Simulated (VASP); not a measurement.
Energy against volume of MgSe (rock salt). Calculation: r2SCAN+rVV10, VASP's PBE PAW potentials (set 64) (plane waves; VASP). Run with 520 eV cut-off, 8×8×8 Γ-centred mesh, Gaussian smearing of 0.050 eV, potentials Mg Se.

| V (Å³/atom) | E (eV/atom) |
|---|---|
| 19.622 | -10.56242 |
| 20.229 | -10.56657 |
| 20.836 | -10.56289 |
| 21.443 | -10.55251 |

Question: Fit these four points and predict the energy of the run at 19.016 Å³/atom.

Answer: A cubic in V^(−2/3), the third-order Birch-Murnaghan form, passes through the four points with V0 = 20.23 Å³/atom and B0 = 69 GPa, and gives -10.5491 eV/atom there. The run gave -10.5491 eV/atom, -0.0 meV/atom from the fit; all five points give B0 = 69 GPa.

The compound is MgSe in the rock salt structure. It was relaxed first.
